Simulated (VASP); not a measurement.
OSZICAR of a VASP run on Zn (hcp):

### OSZICAR
```
       N       E                     dE             d eps       ncg     rms          rms(c)
DAV:   1     0.822188906013E+02    0.82219E+02   -0.11163E+04  3192   0.209E+03
DAV:   2    -0.197488100303E+01   -0.84194E+02   -0.83041E+02  3136   0.275E+02
DAV:   3    -0.407574497057E+01   -0.21009E+01   -0.20983E+01  3800   0.548E+01
DAV:   4    -0.408077282040E+01   -0.50278E-02   -0.50277E-02  3696   0.263E+00
DAV:   5    -0.408078057626E+01   -0.77559E-05   -0.77555E-05  3712   0.855E-02    0.534E+00
DAV:   6    -0.378581992278E+01    0.29496E+00   -0.13091E+00  3136   0.268E+01    0.375E+00
DAV:   7    -0.376326019359E+01    0.22560E-01   -0.49013E-02  3880   0.427E+00    0.188E+00
DAV:   8    -0.375319954638E+01    0.10061E-01   -0.29466E-03  4448   0.854E-01    0.512E-02
DAV:   9    -0.375316038425E+01    0.39162E-04   -0.24229E-04  4160   0.219E-01    0.268E-02
DAV:  10    -0.375316316050E+01   -0.27762E-05   -0.16178E-05  3632   0.411E-02    0.227E-03
DAV:  11    -0.375316318300E+01   -0.22506E-07   -0.72291E-07  3744   0.124E-02    0.185E-03
DAV:  12    -0.375316318100E+01    0.20041E-08   -0.57087E-09  2712   0.118E-03
   1 F= -.37531632E+01 E0= -.37531345E+01  d E =-.375316E+01
```

**Question.** Which electronic solver shows in the log?

**Answer.** It is blocked Davidson (ALGO = Normal, or the opening steps of other solvers). The INCAR had ALGO = Normal.

**Question.** Can the final energy be trusted as converged?

**Answer.** The run converged. It stopped with EDIFF = 1E-8, NELM = 100, NSW = 30 and EDIFFG = -0.001 after 1 ionic step (LDA (Ceperley-Alder, Perdew-Zunger), plane waves, VASP's LDA PAW potentials (set 64)).

The compound is Zn in the hcp structure. It was relaxed first, which changed the volume by -12 %. The start is the result of an earlier pass.
